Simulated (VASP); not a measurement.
Data:

```
CELL_PARAMETERS angstrom
      4.14436     2.06790     2.06790
      2.06790     4.14436     2.06790
      2.06790     2.06790     4.14436
ATOMIC_POSITIONS crystal
  Ni 0.00000 0.00000 0.00000
  Ni 0.50000 0.50000 0.50000
  O  0.25000 0.25000 0.25000
  O  0.75000 0.75000 0.75000
```
Starting moments (μB, in the order of the record's atoms Ni Ni O O): 1.4 -1.4 0.0 0.0.

These are PBE GGA, VASP's PBE PAW potentials (set 64) (plane waves; VASP) values and carry that method's errors. Numerical set-up: 520 eV cut-off, 9×9×9 Γ-centred mesh, Gaussian smearing of 0.050 eV, potentials Ni O.

Question: Give the stress tensor in GPa (positive for a compressed cell).

Answer: 
```
 6.43  -0.16  -0.16
-0.16   6.43  -0.16
-0.16  -0.16   6.43
```
The pressure is its mean diagonal, 6.43 GPa.

The compound is NiO in the rock salt, AFM-II order structure. This cell is one point of a volume scan, at 0.97 of the reference volume.
